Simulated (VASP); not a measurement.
```yaml
crystal:
  lattice:
    - [0.00000, 2.83247, 2.80415]
    - [2.80415, 0.00000, 2.80415]
    - [2.80415, 2.83247, 0.00000]
  atoms:
    - { symbol: Ge, position: [0.00000, 0.00000, 0.00000] }
    - { symbol: Ge, position: [0.25000, 0.25000, 0.25000] }
```

These are r2SCAN meta-GGA, VASP's PBE PAW potentials (set 64) (plane waves; VASP 6.6.1) values and carry that method's errors. Settings: 480 eV cut-off, 8×8×8 Γ-centred mesh, Gaussian smearing of 0.050 eV, potentials Ge_d.

Task: What does the run give for the energy per atom (σ→0), pressure?

Result: 
| Quantity | Value |
|---|---|
| energy per atom (σ→0) | -13.863 eV/atom |
| pressure | 1.82 GPa |

The compound is Ge in the diamond structure. This cell was strained or had an atom moved on purpose.
